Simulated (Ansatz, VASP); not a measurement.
# K2NaYF6 in two plane-wave programs

Wanted: the spread between two codes on one cell, functional and k mesh. The cell is taken from a series of runs on this material, whose earlier steps may have relaxed, scaled, displaced or heated it; both programs get it as it stands.

Method: plane waves, with VASP 6.6.1 beside it; G0W0 gap at PBEsol, in Ansatz 0.2.0.

### Step 1. The starting structure

Symmetry: Fm-3m, No. 225, cubic system. The conventional cell has a = 8.917 Å, b = 8.917 Å, c = 8.917 Å, α = 90.00°, β = 90.00°, γ = 90.00°. Nearest to K lie 12 F at 3.15 Å. Nearest to Na lie 6 F at 2.28 Å. Nearest to Y lie 6 F at 2.18 Å. Nearest to F lie 1 Y at 2.18 Å and 1 Na at 2.28 Å and 4 K at 3.15 Å. Farther neighbours and most contacts between anions are not listed.

### Step 2. VASP: G0W0 gap, PBEsol

Quasiparticle shifts depend on high empty states and on the cores, so they are the hardest test of two PAW sets.

Lines of VASP's logs that name or quote its potential files are left out, and so is its time.

The run reads the wave functions of an earlier VASP run, which isn't shown here.

Contents of INCAR:

```
SYSTEM = K2NaYF6
PREC = Accurate
ENCUT = 520
ISMEAR = 0
SIGMA = 0.01
LREAL = .FALSE.
GGA = PS
NBANDS = 230
LASPH = .TRUE.
ALGO = EVGW0
NELMGW = 1
ENCUTGW = 141.5
NOMEGA = 64
PRECFOCK = Fast
NBANDSGW = 48
LWAVE = .FALSE.
LCHARG = .FALSE.
```

Contents of POSCAR:

```
K2NaYF6
1.0
    0.0000000000      4.4582860000      4.4582860000
    4.4582860000      0.0000000000      4.4582860000
    4.4582860000      4.4582860000      0.0000000000
K Na Y F
2 1 1 6
Direct
    0.7500000000      0.7500000000      0.7500000000
    0.2500000000      0.2500000000      0.2500000000
    0.5000000000      0.5000000000      0.5000000000
    0.0000000000      0.0000000000      0.0000000000
    0.7555980000      0.2444020000      0.2444020000
    0.2444020000      0.2444020000      0.7555980000
    0.2444020000      0.7555980000      0.7555980000
    0.2444020000      0.7555980000      0.2444020000
    0.7555980000      0.2444020000      0.7555980000
    0.7555980000      0.7555980000      0.2444020000
```

Contents of KPOINTS:

```
Automatic mesh
0
Gamma
2 2 2
0 0 0
```

The projector-augmented-wave data sets are K_sv_GW, Na_sv_GW, Y_sv_GW and F_GW (PBE family, release 64).

The run is started by

```
$ export OMP_NUM_THREADS=3
$ mpirun -np 1 vasp_std
```

Numbers of over 12 decimals in the logs are rounded to 6 here.

The program printed:

```text
[banner, memory and clock lines left out]
running    1 mpi-ranks, on    1 nodes
 distrk:  each k-point on    1 cores,    1 groups
 distr:  one band on    1 cores,    1 groups
 Offloading initialized ...    1 GPUs detected
 POSCAR found type information on POSCAR K NaY F
 POSCAR found :  4 types and      10 ions
|                                                                             |
|               ----> ADVICE to this user running VASP <----                  |
|                                                                             |
|     You enforced a specific xc type in the INCAR file but a different       |
|     [... a line on the potential file left out ...]
|     I HOPE YOU KNOW WHAT YOU ARE DOING!                                     |
|                                                                             |

|                                                                             |
|           W    W    AA    RRRRR   N    N  II  N    N   GGGG   !!!           |
|           W    W   A  A   R    R  NN   N  II  NN   N  G    G  !!!           |
|           W    W  A    A  R    R  N N  N  II  N N  N  G       !!!           |
|           W WW W  AAAAAA  RRRRR   N  N N  II  N  N N  G  GGG   !            |
|           WW  WW  A    A  R   R   N   NN  II  N   NN  G    G                |
|           W    W  A    A  R    R  N    N  II  N    N   GGGG   !!!           |
|                                                                             |
|     The default for ENCUTGWSOFT is different in this version of VASP.       |
|     please manually set ENCUTGWSOFT =141.5 in the INCAR file.               |
|                                                                             |

 LDA part: xc-table for (Slater+PW92), standard interpolation
 found WAVECAR, reading the header
 POSCAR, INCAR and KPOINTS ok, starting setup
 FFT: planning ... GRIDC
 FFT: planning ... GRID_SOFT
 FFT: planning ... GRID
 reading WAVECAR
 the WAVECAR file was read successfully
 initial charge from wavefunction
 available memory per node:   1664.51 GB, setting MAXMEM to   1704460

 The Fermi energy was updated, please check that it is located mid-gap
 values below the HOMO (VB) or above the LUMO (CB) will cause erroneous energies
 E-fermi :   1.8324

 calculate exact exchange contribution
 the WAVEDER file was read successfully
energies w=
    0.000    0.000    1.172    0.000    2.342    0.000    3.507    0.000
    4.664    0.000    5.812    0.000    6.949    0.000    8.074    0.000
    9.185    0.000   10.282    0.000   11.364    0.000   12.431    0.000
   13.484    0.000   14.523    0.000   15.549    0.000   16.563    0.000
   17.567    0.000   18.561    0.000   19.547    0.000   20.526    0.000
   21.501    0.000   22.474    0.000   23.445    0.000   24.418    0.000
   25.395    0.000   26.377    0.000   27.368    0.000   28.370    0.000
   29.385    0.000   30.417    0.000   31.469    0.000   32.545    0.000
   33.647    0.000   34.781    0.000   35.951    0.000   37.162    0.000
   38.419    0.000   39.730    0.000   41.101    0.000   42.540    0.000
   44.058    0.000   45.664    0.000   47.372    0.000   49.195    0.000
   51.151    0.000   53.261    0.000   55.547    0.000   58.040    0.000
   60.774    0.000   63.792    0.000   67.148    0.000   70.907    0.000
   75.152    0.000   79.993    0.000   85.569    0.000   92.067    0.000
   99.742    0.000  108.948    0.000  120.194    0.000  134.238    0.000
  152.264    0.000  176.220    0.000  209.564    0.000  259.076    0.000
 responsefunction array rank=     700
 LDA part: xc-table for (Slater+PW92), standard interpolation

 min. memory requirement per mpi rank   1350.0 MB, per node   1350.0 MB

 allocating  64 responsefunctions rank=   700
 shmem allocating  64 responsefunctions rank=   700
 response function shared by NCSHMEM nodes    1
 Doing            64  frequencies on each core in blocks of            64
NQ=   1    0.0000    0.0000    0.0000,
|.........|.........|.........|.........|.........|.........|.........|.........
 performed        187000 updates of chi_q(r,r)
 total number of BLAS operations        625.17 Gflops
NQ=   2    0.5000    0.0000    0.0000,
|.........|.........|.........|.........|.........|.........|.........|.........
 performed        485000 updates of chi_q(r,r)
 total number of BLAS operations       1794.27 Gflops
NQ=   3    0.5000    0.5000    0.0000,
|.........|.........|.........|.........|.........|.........|.........|.........
 performed        761000 updates of chi_q(r,r)
 total number of BLAS operations       2852.21 Gflops
 resolving degeneracies of screened two electron integrals

 calculate QP shifts <psi_nk| G(iteration)W_0 |psi_nk>: iteration 1
 entering main loop
```

Parts of OUTCAR (step 2):

```text
ion  position               nearest neighbor table
   1  0.750  0.750  0.750-
   2  0.250  0.250  0.250-
   3  0.500  0.500  0.500-   5 2.28   6 2.28   7 2.28   8 2.28   9 2.28  10 2.28
   4  0.000  0.000  0.000-   5 2.18   6 2.18   7 2.18   8 2.18   9 2.18  10 2.18
   5  0.756  0.244  0.244-   4 2.18   3 2.28
   6  0.244  0.244  0.756-   4 2.18   3 2.28
   7  0.244  0.756  0.756-   4 2.18   3 2.28
   8  0.244  0.756  0.244-   4 2.18   3 2.28
   9  0.756  0.244  0.756-   4 2.18   3 2.28
  10  0.756  0.756  0.244-   4 2.18   3 2.28

  LATTYP: Found a face centered cubic cell.
 ALAT       =     8.9165720000

 Subroutine GETGRP returns: Found 48 space group operations
 (whereof 48 operations were pure point group operations)

The static configuration has the point symmetry O_h .

 Found      3 irreducible k-points:

   k-points           NKPTS =      3   k-points in BZ     NKDIM =      8   number of bands    NBANDS=    230

   dimension x,y,z NGX =    48 NGY =   48 NGZ =   48
   dimension x,y,z NGXF=    96 NGYF=   96 NGZF=   96

   ENCUT  =  520.0 eV  38.22 Ry    6.18 a.u.  11.72 11.72 11.72*2*pi/ulx,y,z

   NELECT =      80.0000    total number of electrons

  energy-cutoff  :      520.00
  volume of cell :      177.23
      direct lattice vectors                 reciprocal lattice vectors
     0.000000000  4.458286000  4.458286000    -0.112150723  0.112150723  0.112150723
     4.458286000  0.000000000  4.458286000     0.112150723 -0.112150723  0.112150723
     4.458286000  4.458286000  0.000000000     0.112150723  0.112150723 -0.112150723

 k-points in reciprocal lattice and weights: Automatic mesh
   0.00000000  0.00000000  0.00000000       0.125
   0.50000000  0.00000000  0.00000000       0.500
   0.50000000  0.50000000  0.00000000       0.375

 E-fermi :   1.8324

 QP shifts <psi_nk| G(iteration)W_0 |psi_nk>: iteration 1
 for sc-GW calculations column KS-energies equals QP-energies in previous step
 and V_xc(KS)=  KS-energies - (<T + V_ion + V_H > + <T+V_H+V_ion>^1  + <V_x>^1)
 k-point   1 :       0.0000    0.0000    0.0000
  band No.  KS-energies  QP-energies   sigma(KS)   V_xc(KS)     V^pw_x(r,r')   Z            occupation Imag(sigma)
    ...
     37      -1.4349      -3.5272     -24.8820     -22.1988     -30.0161       0.7798       2.0000       0.1911
     38      -1.2378      -3.3232     -24.7911     -22.0984     -29.9595       0.7745       2.0000       0.1942
     39      -1.2378      -3.3232     -24.7911     -22.0984     -29.9595       0.7745       2.0000       0.1942
     40      -1.2378      -3.3232     -24.7911     -22.0984     -29.9595       0.7745       2.0000       0.1942
     41       4.9026       6.3383      -6.4732      -8.0990      -3.8480       0.8831       0.0000      -0.0824
     42       7.0280       9.7363     -10.4573     -13.6421      -7.4711       0.8504       0.0000      -0.1043
     43       7.0280       9.7363     -10.4573     -13.6421      -7.4711       0.8504       0.0000      -0.1043
     44       7.0280       9.7363     -10.4573     -13.6421      -7.4711       0.8504       0.0000      -0.1043
    ...

 k-point   2 :       0.5000    0.0000    0.0000
  band No.  KS-energies  QP-energies   sigma(KS)   V_xc(KS)     V^pw_x(r,r')   Z            occupation Imag(sigma)
    ...
     37      -1.4918      -3.5881     -24.7558     -22.0559     -29.8860       0.7764       2.0000       0.1926
     38      -1.4625      -3.5900     -24.3456     -21.5999     -29.4507       0.7749       2.0000       0.1966
     39      -1.4625      -3.5900     -24.3456     -21.5999     -29.4507       0.7749       2.0000       0.1966
     40      -1.3880      -3.5082     -24.5359     -21.7983     -29.6836       0.7745       2.0000       0.1966
     41       6.7333       8.4386      -7.7556      -9.7112      -5.2289       0.8720       0.0000      -0.0868
     42       6.9873       8.6323      -7.5885      -9.4745      -5.0921       0.8723       0.0000      -0.0882
     43       7.1103       9.8418     -10.7877     -14.0186      -7.8367       0.8454       0.0000      -0.1048
     44       7.1103       9.8418     -10.7877     -14.0186      -7.8367       0.8454       0.0000      -0.1048
    ...

 k-point   3 :       0.5000    0.5000    0.0000
  band No.  KS-energies  QP-energies   sigma(KS)   V_xc(KS)     V^pw_x(r,r')   Z            occupation Imag(sigma)
    ...
     37      -1.6724      -3.8472     -23.9371     -21.1222     -29.0063       0.7726       2.0000       0.2006
     38      -1.4853      -3.5887     -24.7711     -22.0665     -29.8894       0.7777       2.0000       0.1920
     39      -1.4853      -3.5887     -24.7711     -22.0665     -29.8894       0.7777       2.0000       0.1920
     40      -1.2488      -3.3324     -24.7565     -22.0647     -29.9171       0.7740       2.0000       0.1942
     41       7.0550       8.7908      -7.9050      -9.9036      -5.5016       0.8685       0.0000      -0.0870
     42       7.0740       9.7483     -11.0645     -14.2266      -8.2154       0.8457       0.0000      -0.1029
     43       7.1829       9.9370     -11.0881     -14.3611      -8.1509       0.8415       0.0000      -0.1059
     44       7.1829       9.9370     -11.0881     -14.3611      -8.1509       0.8415       0.0000      -0.1059
    ...
```

The PAW data sets were made with PBE, which is usual practice but a small mismatch for other functionals.

### Step 3. Ansatz: G0W0 gap, PBEsol

Ansatz runs on norm-conserving files, of PseudoDojo where its log says so.

The same cell, functional and mesh now go to Ansatz.

Contents of input.yaml:

```yaml
crystal:
  lattice:
    - [0.0, 4.458286, 4.458286]
    - [4.458286, 0.0, 4.458286]
    - [4.458286, 4.458286, 0.0]
  atoms:
    - { symbol: K, position: [0.75, 0.75, 0.75] }
    - { symbol: K, position: [0.25, 0.25, 0.25] }
    - { symbol: Na, position: [0.5, 0.5, 0.5] }
    - { symbol: "Y", position: [0.0, 0.0, 0.0] }
    - { symbol: F, position: [0.755598, 0.244402, 0.244402] }
    - { symbol: F, position: [0.244402, 0.244402, 0.755598] }
    - { symbol: F, position: [0.244402, 0.755598, 0.755598] }
    - { symbol: F, position: [0.244402, 0.755598, 0.244402] }
    - { symbol: F, position: [0.755598, 0.244402, 0.755598] }
    - { symbol: F, position: [0.755598, 0.755598, 0.244402] }
kpoints:
  mp_grid: { grid: [2, 2, 2] }
hamiltonian:
  xc: pbesol
  pseudopotentials: { kind: nc, accuracy: standard }
scf:
  occupations: { method: fixed }
gw:
  n_empty_bands: 190
  ecut_chi: 141.5
  qp_bands: [v2, c2]
  qp_kpoints: [[0.0, 0.0, 0.0]]
  screening: { model: godby_needs }
  pair_densities: pseudo
  plasmon_pole_fit_frequency: 24.948
basis:
  ecutwfc: 1034.03
```

The run is started by

```
$ ansatz run input.yaml --threads 4 --pin off --max-ram 14745MiB --backend cpu --events-out ev --progress --plain --runs-dir out
```

The program printed:

```text
Warning: basis.ecutwfc = 1034.03 eV is below the records' recommended 1197.300995 eV, and the density's cutoff is lower with it unless basis.ecutrho_ratio is high enough to keep the records' density cutoff: compare with a run at a higher cutoff
Engine: ansatz 0.2.0, aarch64-unknown-linux-gnu
Pseudopotentials: kind: nc
Pseudopotential: K, nc, valence charge 9, recommended cutoff 1006.821291 eV (normal), K.nc.azcp (PseudoDojo's, or run here from an input of PseudoDojo's; its table is named by hamiltonian.pseudopotentials.accuracy)
Pseudopotential: Na, nc, valence charge 9, recommended cutoff 1197.300995 eV (normal), Na.nc.azcp (PseudoDojo's, or run here from an input of PseudoDojo's; its table is named by hamiltonian.pseudopotentials.accuracy)
Pseudopotential: Y, nc, valence charge 11, recommended cutoff 979.609905 eV (normal), Y.nc.azcp (PseudoDojo's, or run here from an input of PseudoDojo's; its table is named by hamiltonian.pseudopotentials.accuracy)
Pseudopotential: F, nc, valence charge 7, recommended cutoff 1142.878222 eV (normal), F.nc.azcp (PseudoDojo's, or run here from an input of PseudoDojo's; its table is named by hamiltonian.pseudopotentials.accuracy)
Functional definition: PBEsol
  exchange = pbesol_x
  correlation = pbesol_c
Crystal: 10 atoms, lattice volume = 177.229 Å³
Basis set: ecut = 1034.03 eV, 13371 PW (Γ)
Bands: 50, of which v1, the nominal top of the filled ones, is band 40 counted from 1 (39 counted from 0)
Symmetry: 48 space group operations
Space group: Fm-3m (ITA 225), of the structure as read, at distance tolerance 5.6e-5 Å
k-points: 3 of 8
Non-local potential: K, projectors of the file, l = 0: 2, l = 1: 2, l = 2: 2
Non-local potential: Na, projectors of the file, l = 0: 2, l = 1: 2
Non-local potential: Y, projectors of the file, l = 0: 2, l = 1: 2, l = 2: 2
Non-local potential: F, projectors of the file, l = 0: 2, l = 1: 2, l = 2: 1
Initial density: superposition of atomic densities (chi_scale 0.1, normalization cell, long waves kept (reshape's long-wave potential 0.01 eV rms))
Initial wavefunctions: pseudopotential atomic-orbital guess
Functional: x = pbesol(κ = 0.804, μ = 0.123457), c = pbesol(β = 0.046)
SCF iter   1: F=—  HF=-8023.241834 eV  |F-HF|=—  |Δ(HF+E_count)|=         —  Δρ=1.50e-1  dr2=3.33e1  ethr=3.10e-3  ⟨swp⟩=9.7  Hψ=644  notcnv=0  defer=21
preconditioner: auto → Resta (q_TF=auto, 2.390 Å⁻¹)  ε∞=3.4  [insulator: Δε(μ)=3.389 eV  Ē_g=14.022 eV  n_scr=50 (ndim 8)  ℏωp=21.6 eV  f_vac=0.000  ε∞_Penn≈3.4]
SCF iter   2: F=—  HF=-8013.979380 eV  |F-HF|=—  |Δ(HF+E_count)|=    9.26e0  Δρ=4.97e-2  dr2=3.51e0  ethr=3.10e-3  ⟨swp⟩=5.0  Hψ=412  notcnv=0  defer=18
SCF iter   3: F=—  HF=-8012.893856 eV  |F-HF|=—  |Δ(HF+E_count)|=    1.09e0  Δρ=1.72e-2  dr2=8.22e-1  ethr=3.10e-3  ⟨swp⟩=4.3  Hψ=280  notcnv=0  defer=21
SCF iter   4: F=—  HF=-8012.590540 eV  |F-HF|=—  |Δ(HF+E_count)|=   3.03e-1  Δρ=5.49e-3  dr2=8.83e-2  ethr=1.03e-3  ⟨swp⟩=4.0  Hψ=278  notcnv=0  defer=18
SCF iter   5: F=—  HF=-8012.582398 eV  |F-HF|=—  |Δ(HF+E_count)|=   8.14e-3  Δρ=1.41e-3  dr2=2.50e-3  ethr=1.10e-4  ⟨swp⟩=3.7  Hψ=299  notcnv=0  defer=22
SCF iter   6: F=—  HF=-8012.584451 eV  |F-HF|=—  |Δ(HF+E_count)|=   2.05e-3  Δρ=3.86e-4  dr2=1.87e-4  ethr=3.12e-6  ⟨swp⟩=3.7  Hψ=272  notcnv=0  defer=22
SCF iter   7: F=—  HF=-8012.584611 eV  |F-HF|=—  |Δ(HF+E_count)|=   1.60e-4  Δρ=6.18e-5  dr2=1.32e-5  ethr=2.34e-7  ⟨swp⟩=2.0  Hψ=263  notcnv=0  defer=22
SCF iter   8: F=—  HF=-8012.584631 eV  |F-HF|=—  |Δ(HF+E_count)|=   2.07e-5  Δρ=2.02e-5  dr2=1.10e-6  ethr=1.65e-8  ⟨swp⟩=2.0  Hψ=221  notcnv=0  defer=21
SCF iter   9: F=-8012.584632 eV  HF=-8012.584632 eV  |F-HF|=1.12e-8  |Δ(HF+E_count)|=   8.40e-7  Δρ=4.86e-6  dr2=2.86e-8  ethr=1.25e-10  ⟨swp⟩=19.7  Hψ=886  notcnv=0
SCF 1 converged in 9 iterations: F = -8012.584632 eV  dr2 = 2.86e-8
NSCF: frozen V_eff on 3 k-points
G₀W₀ screening: q 1/3
[... further progress lines ...]
NSCF: frozen V_eff on 1 k-points
NSCF: frozen V_eff on 1 k-points
SCF converged after 9 iterations
Free energy (F): -8012.584632 eV
Harris-Foulkes:  -8012.584632 eV  (|F-HF|=1.12e-8)
Internal energy: -8012.584632 eV  (E = F + TS)
E sigma→0 (E₀):  -8012.584632 eV
Fermi energy:    0.912199 eV
--- Per-component energies (eV) ---
  E_band       = -791.722041
  E_kinetic    = 4261.482332
  E_local      = -7790.009585  (includes V_loc(G=0)·N_el)
  E_nonlocal   = -483.819725
  E_hartree    = 2490.458591
  E_xc         = -1633.510021
  E_vxc        = -1760.294670  (∫ρ·V_xc dr)
  E_ewald      = -4857.186225
  E_smearing   = -0.000000  (= −TS)
  E_closure    = -0.000000  (closes the sum)
  Σ components = -8012.584632   (vs F -8012.584632, Δ=0.00e0)
--- Band table (eV) ---
  k-point 0: bands = [... 36 lower, 0.7132, 0.9122, 0.9122, 0.9122, 7.0717, 9.1873, 9.1873, 9.1873, ... 6 higher]
  k-point 1: bands = [... 36 lower, 0.6576, 0.6892, 0.6892, 0.7644, 8.9033, 9.1519, 9.2690, 9.2690, ... 6 higher]
  k-point 2: bands = [... 36 lower, 0.4816, 0.6619, 0.6619, 0.9024, 9.2202, 9.2312, 9.3401, 9.3401, ... 6 higher]
--- G₀W₀: ω_p = 24.9480 eV, 8 q-points, 190 empty bands' worth ---
  eigenvalues of the whole cell's RPA ε∞ on this k-mesh (on a slab, of 1 + 4πα/V) = 1.9359, 1.9359, 1.9359; static W/v taken at q = 0 is 0.516552
  GN-PPA: 947378/3812617 pairs with Re ω̃² < 0 across q-mesh
  bands read: the sum over 230 bands ends inside a degenerate multiplet in 2 slots, whose members it reads at an even weight; the widest, k=0: bands 229 to 231 (counted from 1) at 2/3 each
    ik  band        ε_KS         Σx   Σc(E_QP)       V_xc       Z   E_QP_lin       E_QP  E_QP is
     0    39      0.9122   -30.0431     5.7108   -22.1309  0.8007    -1.3144    -1.2892  root
     0    40      0.9122   -30.0431     5.7108   -22.1309  0.8007    -1.3144    -1.2892  root
     0    41      7.0717    -3.9979    -2.8280    -8.1758  0.8965     8.4277     8.4216  root
     0    42      9.1873    -7.7105    -3.3469   -13.7095  0.8716    11.8635    11.8394  root
```

### Step 4. Side by side

Known differences besides the potentials themselves: fixed occupations in Ansatz, narrow Gaussian smearing in VASP; VASP integrates the frequencies in full, Ansatz fits a plasmon pole; the cutoff is 1034.03 eV in Ansatz and 520 eV in VASP; Ansatz's G0W0 levels solve the quasiparticle equation, VASP's are linearised; Ansatz's log warns that its cutoff lies below the recommended one. Total energies have different zeros and are not compared.

The two programs side by side:

| quantity | Ansatz | VASP | difference |
| --- | --- | --- | --- |
| G0W0 gap on the mesh (eV) | 9.71 | 9.66 | +0.05 |
| Kohn-Sham gap under it (eV) | 6.16 | 6.14 | +0.02 |

### Step 5. Outcome

- difference in G0W0 gap on the mesh (G0W0 gap, PBEsol): 0.049 eV

The difference in G0W0 gap on the mesh is 0.049 eV (G0W0 gap, PBEsol). How closely two codes agree says nothing of how well the functional describes the real material.

[Lines on the potential files, build, host, timing and source positions are cut from VASP's logs without a mark.]

[Logs are printed without paths, hosts, clocks, repeated set-up lines and the standing remarks that a program may print on its own settings, such as how far it seeks lower states.]

[Hosts, paths, dates, database ids (printed as entryN), source tags and the programs' standing remarks are cut or masked in the printed files.]
